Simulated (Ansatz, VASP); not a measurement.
**Two plane-wave programs on MgVCl2O**

```
CELL_PARAMETERS angstrom
6.62034 -1.96158 0.00000
6.62034 1.96158 0.00000
-1.39572 0.00000 4.08633
ATOMIC_POSITIONS crystal
V 0.00143 0.00143 0.97846
Cl 0.63023 0.63023 0.11155
Cl 0.36778 0.36778 0.84648
Mg 0.49092 0.49092 0.46643
O 0.99610 0.99610 0.47359
```

The cell comes from a database or a generator and needn't be the stable form of this composition.

Alike in both runs: task single point; functional RPBE; dispersion D4; k mesh 7 × 7 × 7; occupations tetrahedron; collinear spin, ferromagnetic start; Hubbard terms V d U = 7 eV, J = 0.5 eV.

```csv
,VASP,Ansatz
version,VASP 6.6.1,Ansatz 0.2.0
potentials or method,"VASP PAW PBE potentials, release 64 (V_sv, Cl, Mg, O)",Ansatz PAW
plane-wave cutoff (eV),520,420
valence electrons in the cell,35,43
```

```tsv
	VASP	Ansatz	Ansatz less VASP
gap on the k mesh at the Fermi level (eV)	3.26	3.40	+0.141
least direct gap on the mesh (eV)	4.47	4.46	-0.007
pressure (GPa)	1.1	1.0	-0.02
largest component of the traceless stress (GPa)	0.43	0.66	+0.231
rms of the force components (eV/Å)	0.108	0.103	-0.0055
net moment per atom (μB)	0.60	0.60	0.000
size of the moment on the site where the two differ most (μB)	2.75	2.29	-0.461
dispersion energy (meV/atom)	-345.6	-345.2	+0.36
```

Site moments also hang on the region over which each program counts them. The programs project onto different local orbitals, so the same U acts differently. Atom by atom the forces differ by 0.007 eV/Å (rms over components). The two sets of potentials don't hold the same shells in valence.

Caveats: the PAW data sets were made with another functional, which shifts forces and pressure a little (VASP); an odd mesh through Γ misses points on the zone boundary, where band edges often lie (VASP); the magnetic or orbital state may not be the lowest (Ansatz); odd divisions of the mesh miss points on the zone boundary, where band edges often lie, so the gap on the mesh can be too wide (Ansatz); the PAW data sets come from PBE, with cores solved anew for the run's functional, which leaves a small shift of forces and pressure (Ansatz); with tetrahedron occupations forces and stress needn't match the slope of the energy (Ansatz). The state reached can hang on the start; a lower one may exist.
